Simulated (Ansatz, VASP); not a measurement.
## Bi (Bismuth): VASP beside Ansatz

Wanted: the spread between two codes on one cell, functional and k mesh. The cell is taken from a series of runs on this material, whose earlier steps may have relaxed, scaled, displaced or heated it; both programs get it as it stands.

Calculated with Ansatz 0.2.0; plane waves, with VASP 6.6.1 beside it; zone-centre phonons at PBEsol.

### Step 1. Starting point

The structure is trigonal, space group R-3m (No. 166). Conventional cell: a = 4.483 Å, b = 4.483 Å, c = 12.118 Å, α = 90.00°, β = 90.00°, γ = 120.00°. Bi has 3 Bi at 3.07 Å nearest.

### Step 2. VASP: zone-centre phonons, PBEsol

Second derivatives magnify differences that forces hide, and they need a tight electronic threshold.

Lines of VASP's logs that name or quote its potential files are left out, and so is its time.

INCAR

```
SYSTEM = Bi
PREC = Accurate
ENCUT = 500
EDIFF = 1E-08
NELM = 120
ISMEAR = 1
SIGMA = 0.2
LREAL = .FALSE.
ALGO = Normal
GGA = PS
NBANDS = 21
LORBIT = 11
LWAVE = .FALSE.
LCHARG = .FALSE.
ISIF = 2
IBRION = 8
LASPH = .TRUE.
GGA_COMPAT = .FALSE.
KPAR = 2
```

POSCAR

```
Bi
1.0
    2.2413751794      1.2940585632      4.0392639337
   -2.2413751794      1.2940585632      4.0392639337
    0.0000000000     -2.5881171262      4.0392639338
Bi
2
Direct
    0.2348322069      0.2348322079      0.2348322069
    0.7651677931      0.7651677921      0.7651677931
```

KPOINTS

```
Automatic mesh
0
Gamma
12 12 12
0 0 0
```

Potentials, in the order of the species: Bi_d (PBE family, release 64).

Run with:

```console
> mpirun -np 2 vasp_std
```

Numbers of over 12 decimals in the logs are rounded to 6 here.

The program printed:

```text
[banner, memory and clock lines left out]
running    2 mpi-ranks, on    1 nodes
 distrk:  each k-point on    1 cores,    2 groups
 distr:  one band on    1 cores,    1 groups

 POSCAR found type information on POSCAR Bi
 POSCAR found :  1 types and       2 ions
|                                                                             |
|               ----> ADVICE to this user running VASP <----                  |
|                                                                             |
|     You enforced a specific xc type in the INCAR file but a different       |
|     [... a line on the potential file left out ...]
|     I HOPE YOU KNOW WHAT YOU ARE DOING!                                     |
|                                                                             |

 LDA part: xc-table for (Slater+PW92), standard interpolation
 POSCAR, INCAR and KPOINTS ok, starting setup
 FFT: planning ... GRIDC
 FFT: planning ... GRID_SOFT
 FFT: planning ... GRID
 WAVECAR not read
 entering main loop
       N       E                     dE             d eps       ncg     rms          rms(c)
DAV:   1     0.301151836913E+03    0.30115E+03   -0.16066E+04  7956   0.168E+03
DAV:   2     0.166615822582E+02   -0.28449E+03   -0.27852E+03  8043   0.438E+02
DAV:   3    -0.772385339297E+01   -0.24385E+02   -0.24041E+02  9398   0.146E+02
DAV:   4    -0.857416959774E+01   -0.85032E+00   -0.84964E+00  9599   0.299E+01
DAV:   5    -0.861244041534E+01   -0.38271E-01   -0.38270E-01 11322   0.568E+00    0.109E+00
DAV:   6    -0.860024773045E+01    0.12193E-01   -0.20792E-02 10253   0.164E+00    0.639E-01
DAV:   7    -0.859526583006E+01    0.49819E-02   -0.14829E-02  9958   0.140E+00    0.118E-01
DAV:   8    -0.859526221644E+01    0.36136E-05   -0.17524E-03  9123   0.510E-01    0.189E-02
DAV:   9    -0.859527221894E+01   -0.10002E-04   -0.75430E-05 12006   0.720E-02    0.992E-03
DAV:  10    -0.859527123487E+01    0.98407E-06   -0.38024E-06 10118   0.139E-02    0.186E-03
DAV:  11    -0.859527134164E+01   -0.10677E-06   -0.32930E-07 10062   0.445E-03    0.825E-04
DAV:  12    -0.859527127098E+01    0.70664E-07   -0.64400E-08  7820   0.171E-03    0.194E-04
DAV:  13    -0.859527127998E+01   -0.90076E-08   -0.73705E-09  5919   0.857E-04
   1 F= -.85952713E+01 E0= -.85956828E+01  d E =0.123463E-02
 Linear response reoptimize wavefunctions to high precision
DAV:   1    -0.859527129356E+01   -0.13577E-07   -0.16309E-09  5865   0.408E-04
DAV:   2    -0.859527129359E+01   -0.32742E-10   -0.39559E-10  5019   0.235E-04
 Linear response DOF=           2
 Linear response progress:
  Degree of freedom:   1/  2
       N       E                     dE             d eps       ncg     rms          rms(c)
RMM:   1    -0.328547357968E+00   -0.32855E+00    0.22304E-01 48420   0.842E+00
RMM:   2    -0.337098012610E+00   -0.85507E-02   -0.19993E-02 62346   0.117E+00    0.410E-02
RMM:   3    -0.337301645140E+00   -0.20363E-03   -0.16643E-03 66972   0.327E-01    0.237E-02
RMM:   4    -0.337176159543E+00    0.12549E-03   -0.13129E-04 68928   0.101E-01    0.553E-03
RMM:   5    -0.337181855259E+00   -0.56957E-05   -0.15751E-05 65847   0.318E-02    0.238E-03
RMM:   6    -0.337191125980E+00   -0.92707E-05   -0.18715E-06 69000   0.144E-02    0.923E-04
RMM:   7    -0.337192458151E+00   -0.13322E-05    0.13750E-06 68003   0.460E-03    0.356E-04
RMM:   8    -0.337188389124E+00    0.40690E-05   -0.58778E-08 69700   0.167E-03    0.953E-05
RMM:   9    -0.337187109238E+00    0.12799E-05    0.10093E-06 69888   0.749E-04    0.389E-05
RMM:  10    -0.337186765509E+00    0.34373E-06    0.27935E-07 71263   0.366E-04    0.125E-05
RMM:  11    -0.337186872685E+00   -0.10718E-06    0.18083E-07 72014   0.221E-04    0.114E-05
RMM:  12    -0.337186633027E+00    0.23966E-06    0.20260E-07 68708   0.153E-04    0.471E-06
RMM:  13    -0.337186571135E+00    0.61892E-07    0.60559E-08 72035   0.116E-04    0.179E-06
RMM:  14    -0.337186521307E+00    0.49828E-07    0.34085E-08 73005   0.993E-05    0.756E-07
RMM:  15    -0.337186501969E+00    0.19339E-07    0.75416E-09 77240   0.921E-05    0.118E-07
RMM:  16    -0.337186500020E+00    0.19483E-08    0.11054E-10 69470   0.887E-05    0.140E-07
 first order change of Fermi-energy  -0.17740E-04
 force on displaced ion       1 direction 1 :  -2.276  -0.000   0.000
 Linear response progress:
  Degree of freedom:   2/  2
       N       E                     dE             d eps       ncg     rms          rms(c)
RMM:   1    -0.330926137440E+00   -0.33093E+00    0.23387E-01 10545   0.845E+00
RMM:   2    -0.339434155274E+00   -0.85080E-02   -0.19370E-02 13576   0.116E+00    0.398E-02
RMM:   3    -0.339532055300E+00   -0.97900E-04   -0.15732E-03 14611   0.321E-01    0.225E-02
RMM:   4    -0.339339223929E+00    0.19283E-03   -0.13836E-04 14736   0.105E-01    0.594E-03
RMM:   5    -0.339351160561E+00   -0.11937E-04   -0.16884E-05 15192   0.317E-02    0.344E-03
RMM:   6    -0.339364059650E+00   -0.12899E-04   -0.27343E-06 13878   0.142E-02    0.819E-04
RMM:   7    -0.339365279186E+00   -0.12195E-05   -0.38633E-07 14790   0.479E-03    0.566E-04
RMM:   8    -0.339363899425E+00    0.13798E-05   -0.41230E-08 12821   0.181E-03    0.852E-05
RMM:   9    -0.339363517023E+00    0.38240E-06   -0.23382E-08 15380   0.851E-04    0.539E-05
RMM:  10    -0.339363372971E+00    0.14405E-06    0.18530E-08 14933   0.344E-04    0.328E-05
RMM:  11    -0.339363320226E+00    0.52745E-07   -0.40674E-08 14186   0.208E-04    0.730E-06
RMM:  12    -0.339363389578E+00   -0.69352E-07   -0.21439E-08 15689   0.146E-04    0.269E-06
RMM:  13    -0.339363397043E+00   -0.74650E-08   -0.12353E-08 15704   0.113E-04    0.109E-06
 first order change of Fermi-energy   0.12802E+00
 force on displaced ion       1 direction 3 :   0.000  -0.000  -4.207
 Linear response finished
```

OUTCAR, selected parts (step 2):

```text
ion  position               nearest neighbor table
   1  0.235  0.235  0.235-   2 3.07   2 3.07   2 3.07   2 3.52   2 3.52   2 3.52
   2  0.765  0.765  0.765-   1 3.07   1 3.07   1 3.07   1 3.52   1 3.52   1 3.52

  LATTYP: Found a trigonal (rhomboedric) cell.
 ALAT       =     4.7972912551
 COS(alpha) =     0.5634168806

 Subroutine GETGRP returns: Found 12 space group operations
 (whereof 12 operations were pure point group operations)

The static configuration has the point symmetry D_3d.

 Found    189 irreducible k-points:

   k-points           NKPTS =    189   k-points in BZ     NKDIM =    189   number of bands    NBANDS=     21

   dimension x,y,z NGX =    36 NGY =   36 NGZ =   36
   dimension x,y,z NGXF=    72 NGYF=   72 NGZF=   72

   ENCUT  =  500.0 eV  36.75 Ry    6.06 a.u.   8.75  8.75  8.75*2*pi/ulx,y,z

   NELECT =      30.0000    total number of electrons

 k-points in reciprocal lattice and weights: Automatic mesh
   0.00000000  0.00000000  0.00000000       0.001
   0.08333333  0.00000000 -0.00000000       0.003
   0.16666667  0.00000000 -0.00000000       0.003
   0.25000000  0.00000000  0.00000000       0.003
   0.33333333  0.00000000 -0.00000000       0.003
   0.41666667  0.00000000 -0.00000000       0.003
   0.50000000  0.00000000  0.00000000       0.002
   0.08333333  0.08333333 -0.00000000       0.003
   0.16666667  0.08333333  0.00000000       0.007
[...]
-0.41666667  0.50000000  0.41666667       0.003
   0.50000000  0.50000000  0.50000000       0.001

 average (electrostatic) potential at core
       1-104.3404       2-104.3404

  Total       -0.0317497     -0.0317497     -0.4902713      0.0000000     -0.0000000      0.0000000
  in kB       -0.7236494     -0.7236494    -11.1744222      0.0000000     -0.0000000      0.0000000
  external PRESSURE =      -4.2072404 kB  Pullay stress =       0.0000000 kB

  energy-cutoff  :      500.00
  volume of cell :       70.29
      direct lattice vectors                 reciprocal lattice vectors
     2.241375179  1.294058563  4.039263934     0.223077334  0.128793759  0.082523286
    -2.241375179  1.294058563  4.039263934    -0.223077334  0.128793759  0.082523286
     0.000000000 -2.588117126  4.039263934     0.000000000 -0.257587518  0.082523286

 POSITION                                       TOTAL-FORCE (eV/Angst)
 -----------------------------------------------------------------------------------
     -0.00000      0.00000      2.84565         0.000000      0.000000      0.003485
      0.00000     -0.00000      9.27214         0.000000     -0.000000     -0.003485
 -----------------------------------------------------------------------------------
    total drift:                                0.000000      0.000000     -0.000000

 Eigenvectors and eigenvalues of the dynamical matrix
 ----------------------------------------------------

   1 f  =    3.136967 THz    19.710143 2PiTHz  104.637945 cm-1    12.973446 meV
             X         Y         Z           dx          dy          dz
     -0.000000  0.000000  2.845648     0.000000    0.000000    0.707107
      0.000000 -0.000000  9.272144     0.000000   -0.000000   -0.707107

   2 f  =    2.307289 THz    14.497123 2PiTHz   76.962872 cm-1     9.542176 meV
             X         Y         Z           dx          dy          dz
     -0.000000  0.000000  2.845648    -0.707107   -0.000000   -0.000000
      0.000000 -0.000000  9.272144     0.707107    0.000000   -0.000000

   3 f  =    2.307289 THz    14.497123 2PiTHz   76.962872 cm-1     9.542176 meV
             X         Y         Z           dx          dy          dz
     -0.000000  0.000000  2.845648     0.000000    0.707107   -0.000000
      0.000000 -0.000000  9.272144     0.000000   -0.707107    0.000000

   4 f  =    0.000000 THz     0.000000 2PiTHz    0.000001 cm-1     0.000000 meV
             X         Y         Z           dx          dy          dz
     -0.000000  0.000000  2.845648     0.086220    0.627356    0.314627
      0.000000 -0.000000  9.272144     0.086220    0.627356    0.314627

   5 f  =    0.000000 THz     0.000000 2PiTHz    0.000000 cm-1     0.000000 meV
             X         Y         Z           dx          dy          dz
     -0.000000  0.000000  2.845648     0.133733    0.296499   -0.627857
      0.000000 -0.000000  9.272144     0.133733    0.296499   -0.627857

   6 f/i=    0.000000 THz     0.000000 2PiTHz    0.000000 cm-1     0.000000 meV
             X         Y         Z           dx          dy          dz
     -0.000000  0.000000  2.845648    -0.688971    0.136062   -0.082497
      0.000000 -0.000000  9.272144    -0.688971    0.136062   -0.082497

 ELASTIC MODULI CONTR FROM IONIC RELAXATION (kBar)
 Direction    XX          YY          ZZ          XY          YZ          ZX
 --------------------------------------------------------------------------------
 XX        -166.9879     20.5801   -133.5248     -0.0000    183.2489      0.0000
 YY          20.5801   -166.9879   -133.5248      0.0000   -183.2489     -0.0000
 ZZ        -133.5248   -133.5248   -243.5508     -0.0000      0.0000      0.0000
 XY          -0.0000      0.0000     -0.0000    -93.7840      0.0000    181.3405
 YZ         183.2489   -183.2489      0.0000      0.0000   -358.0584     -0.0000
 ZX           0.0000     -0.0000      0.0000    181.3405     -0.0000   -350.6395
 --------------------------------------------------------------------------------
```

### Step 3. Ansatz: zone-centre phonons, PBEsol

Ansatz runs on its PAW soft_1 files.

The same cell, functional, mesh and smearing now go to Ansatz, which takes its cutoff from its data sets.

input.yaml

```yaml
crystal:
  lattice:
    - [2.2413751794, 1.2940585632, 4.0392639337]
    - [-2.2413751794, 1.2940585632, 4.0392639337]
    - [0.0, -2.5881171262, 4.0392639338]
  atoms:
    - { symbol: Bi, position: [0.2348322069, 0.2348322079, 0.2348322069] }
    - { symbol: Bi, position: [0.7651677931, 0.7651677921, 0.7651677931] }
kpoints:
  mp_grid: { grid: [12, 12, 12] }
hamiltonian:
  xc: pbesol
  pseudopotentials: { kind: paw, azcp: { folder: soft_1 }, xc_functional: pbe }
scf:
  occupations: { method: methfessel_paxton, width: 0.2 }
output:
  eigenvalues: true
phonons:
  method: dfpt
```

Run with:

```console
> ansatz run input.yaml --threads 4 --pin off --max-ram 10240MiB --backend cpu --events-out ev --progress --plain --runs-dir out
```

The program printed:

```text
Engine: ansatz 0.2.0, aarch64-unknown-linux-gnu
Pseudopotentials: kind: paw
Pseudopotential: Bi, paw, valence charge 15, recommended cutoff 420 eV (normal), soft_1/Bi.paw.azcp
Functional definition: PBEsol
  exchange = pbesol_x
  correlation = pbesol_c
Crystal: 2 atoms, lattice volume = 70.295 Å³
Basis set: ecut = 420 eV, 1357 PW (Γ), exchange–correlation on 72×72×72 points (8 copies of the dense FFT grid, shifted against one another)
Bands: 19, of which v1, the nominal top of the filled ones, is band 15 counted from 1 (14 counted from 0)
Symmetry: 12 space group operations
k-points: 476 of 1728 (irreducible under 2 space group operations, time reversal used)
Non-local potential: Bi, projectors of the file, l = 0: 2, l = 1: 2, l = 2: 2, l = 3: 1
PAW form: soft (Blöchl's): semilocal exchange-correlation on the pseudo side does not see the compensation charge
PAW frozen core: Bi, regenerated for the run's functional, and the local potential with it (the file was generated under x = pbe(κ = 0.804, μ = 0.219515), c = pbe(β = 0.066725))
PAW one-centre angular grid: Bi, 590 points (default); XC on 64 Gauss nodes
Initial density: superposition of atomic densities (chi_scale 0.1, normalization cell)
Initial wavefunctions: pseudopotential atomic-orbital guess
Functional: x = pbesol(κ = 0.804, μ = 0.123457), c = pbesol(β = 0.046)
SCF iter   1: F=—  HF=-24488.936704 eV  |F-HF|=—  |Δ(HF+E_count)|=         —  Δρ=1.16e-2  dr2=8.10e-2  ethr=3.10e-3  ⟨swp⟩=5.5  Hψ=43732  notcnv=0
preconditioner: auto → Kerker (q_TF=auto, 2.367 Å⁻¹)  [metal: Δε(μ)=0.069 eV  Ē_g=20.159 eV  σ=0.200 eV  W_gap=0.29  n_scr=14 (ndim 8)  ℏωp=24.3 eV  f_vac=0.000  D(μ)=0.27/eV (n_scr^D=0)]
SCF iter   2: F=—  HF=-24488.927054 eV  |F-HF|=—  |Δ(HF+E_count)|=   9.65e-3  S|Δr|=    0.00e0  Δρ=7.46e-3  dr2=3.61e-2  ethr=2.70e-4  ⟨swp⟩=1.0  Hψ=12852  notcnv=0
SCF iter   3: F=—  HF=-24488.922096 eV  |F-HF|=—  |Δ(HF+E_count)|=   4.96e-3  S|Δr|=    0.00e0  Δρ=9.25e-4  dr2=9.68e-4  ethr=1.20e-4  ⟨swp⟩=2.1  Hψ=16209  notcnv=0
SCF iter   4: F=—  HF=-24488.922010 eV  |F-HF|=—  |Δ(HF+E_count)|=   8.60e-5  S|Δr|=    0.00e0  Δρ=4.05e-4  dr2=1.47e-4  ethr=3.23e-6  ⟨swp⟩=2.0  Hψ=16190  notcnv=0
SCF iter   5: F=—  HF=-24488.921981 eV  |F-HF|=—  |Δ(HF+E_count)|=   2.83e-5  S|Δr|=    0.00e0  Δρ=1.39e-4  dr2=2.66e-5  ethr=4.90e-7  ⟨swp⟩=2.0  Hψ=15193  notcnv=0
SCF iter   6: F=—  HF=-24488.921981 eV  |F-HF|=—  |Δ(HF+E_count)|=   2.01e-7  S|Δr|=    0.00e0  Δρ=2.61e-5  dr2=8.15e-7  ethr=8.88e-8  ⟨swp⟩=2.0  Hψ=11430  notcnv=0
SCF iter   7: F=—  HF=-24488.921983 eV  |F-HF|=—  |Δ(HF+E_count)|=   1.12e-6  S|Δr|=    0.00e0  Δρ=6.80e-6  dr2=7.32e-8  ethr=2.72e-9  ⟨swp⟩=2.3  Hψ=13293  notcnv=0
SCF iter   8: F=—  HF=-24488.921983 eV  |F-HF|=—  |Δ(HF+E_count)|=   5.66e-9  S|Δr|=    0.00e0  Δρ=1.88e-6  dr2=4.27e-9  ethr=2.44e-10  ⟨swp⟩=2.0  Hψ=10744  notcnv=0
SCF iter   9: F=—  HF=-24488.921983 eV  |F-HF|=—  |Δ(HF+E_count)|=  3.75e-10  S|Δr|=    0.00e0  Δρ=5.83e-7  dr2=4.35e-10  ethr=1.42e-11  ⟨swp⟩=3.0  Hψ=16476  notcnv=0
SCF iter  10: F=—  HF=-24488.921983 eV  |F-HF|=—  |Δ(HF+E_count)|=  6.55e-11  S|Δr|=    0.00e0  Δρ=1.60e-7  dr2=4.09e-11  ethr=1.45e-12  ⟨swp⟩=3.0  Hψ=16466  notcnv=0
SCF iter  11: F=-24488.921983 eV  HF=-24488.921983 eV  |F-HF|=7.28e-12  |Δ(HF+E_count)|=  1.09e-11  S|Δr|=    0.00e0  Δρ=4.93e-8  dr2=2.91e-12  ethr=1.00e-12  ⟨swp⟩=5.4  Hψ=35162  notcnv=0
SCF 1 converged in 11 iterations: F = -24488.921983 eV  dr2 = 2.91e-12
  greatest PAW one-centre occupation: 0.988 electrons in one spin orbital (limit 2), on the Bi atom at site 1 (counted from 0), in its partial waves of l = 2
DFPT response loops at Γ: preconditioner auto → Kerker (q_TF=auto, 2.367 Å⁻¹) (partly filled bands, converged f_vac=0.001); β = 1.00, the filter's whole step (`scf.mixing.beta` (0.50) is not read by the response loops under this deck's `scf.mixing.preconditioner`; to damp them name `kerker` or `kerker_dos`, under which they read `scf.mixing.beta`, and type it under 1.00, their step now; both keys bind the ground state too); Broyden in place of MSR1
SCF converged after 11 iterations
Stability not checked: this state was not tested for a lower state beside it, because cold or Methfessel-Paxton smearing, or corrected tetrahedra, fill the levels in a way that the test cannot read (fill_not_monotonic; see scf.lower_state_search)
Free energy (F): -24488.921983 eV
Harris-Foulkes:  -24488.921983 eV  (|F-HF|=7.28e-12)
Internal energy: -24488.923195 eV  (E = F + TS)
E sigma→0 (E₀):  -24488.922286 eV
Entropy (-TS):   0.001213 eV (0.606 meV/atom)
Fermi energy:    9.613179 eV
--- Per-component energies (eV) ---
  E_band       = -220.237221
  E_kinetic    = 508.522839
  E_local      = -2716.555543  (includes V_loc(G=0)·N_el)
  E_nonlocal   = 820.594355
  E_hartree    = 1010.192420
  E_xc         = -300.426827
  E_vxc        = -261.396002  (∫ρ·V_xc dr)
  E_paw        = -21019.205233  (= ΣΔE_a)
  E_vpaw       = -591.788157  (= ΣTr[D̂ρ^β])
  E_aug_tail   = 0.000429  (compensation charges beyond the density's cutoff)
  E_ewald      = -2792.225223
  E_core_change = 0.179589  (= ΣΔE_core)
  E_smearing   = 0.001213  (= −TS)
  E_closure    = 0.000000  (closes the sum)
  Σ components = -24488.921983   (vs F -24488.921983, Δ=0.00e0)
--- Band table (eV; the first three rows and the last of 476) ---
  k-point 0: bands = [... 11 lower, 2.0862, 7.8523, 8.5343, 8.5343, 12.1664, 12.5516, 12.5516, 15.0721]
  k-point 1: bands = [... 11 lower, 1.9404, 7.9009, 8.4933, 8.5223, 12.0717, 12.2029, 12.3867, 14.8880]
  k-point 2: bands = [... 11 lower, 1.5337, 8.0045, 8.4343, 8.4952, 11.3867, 11.8575, 11.9726, 14.6131]
  k-point 475: bands = [... 11 lower, -0.4146, 8.8629, 9.1586, 9.1586, 10.4045, 10.4045, 10.4179, 16.4366]
--- Phonons (Γ-DFPT): 2 representative perturbations + reference, on 476 of 1728 k-points (Σ response iterations 6) ---
  k mesh reduced under 2 symmetry operations, with k and −k counted as one. Each operation leaves every solved perturbation unchanged. A smaller set is not used because it would not reduce the number of displacements times k-points to solve
  ASR residual: 1.159e-5 → 0.000e0 eV/Å²; symmetrization residual: 2.137e-5 eV/Å²
  ASR residual per site (eV/Å²): 1.16e-5 1.16e-5
  Γ frequencies (cm⁻¹): 0.00 0.00 0.00 77.01 77.01 104.51
  non-analytic LO–TO correction: not included (Born effective charges unavailable; polar crystals: no LO–TO splitting at Γ)
```

### Step 4. Differences

Known differences besides the potentials themselves: the cutoff is 420 eV in Ansatz and 500 eV in VASP; Ansatz makes its cores anew for this functional, VASP keeps those of its PBE data sets. Total energies have different zeros and are not compared.

Both answers:

```
                  quantity  Ansatz   VASP  difference
optical mode 1 to 2 (cm⁻¹)    77.0   77.0     +0.06 %
     optical mode 3 (cm⁻¹)   104.5  104.6     -0.12 %
```

Modes are paired by rising frequency, not by their patterns, so a pair may set unlike modes beside each other; they are those without the splitting of longitudinal modes.

### Step 5. Results

```yaml
r_m_s_difference_of_the_optical_zone_centre_modes_each_program_s_sorted_by_frequency_zone_centre_phonons_pbesol: 0.083 cm⁻¹
```

In words: The r.m.s. difference of the optical zone-centre modes, each program's sorted by frequency is 0.083 cm⁻¹ (zone-centre phonons, PBEsol). Such differences can come from data sets, numerical settings and the points named under the comparisons, not from the functional's error against experiment.

[Lines on the potential files, build, host, timing and source positions are cut from VASP's logs without a mark.]

[Logs are printed without paths, hosts, clocks, repeated set-up lines and the standing remarks that a program may print on its own settings, such as how far it seeks lower states.]

[Hosts, paths, dates, database ids (printed as entryN), source tags and the programs' standing remarks are cut or masked in the printed files.]
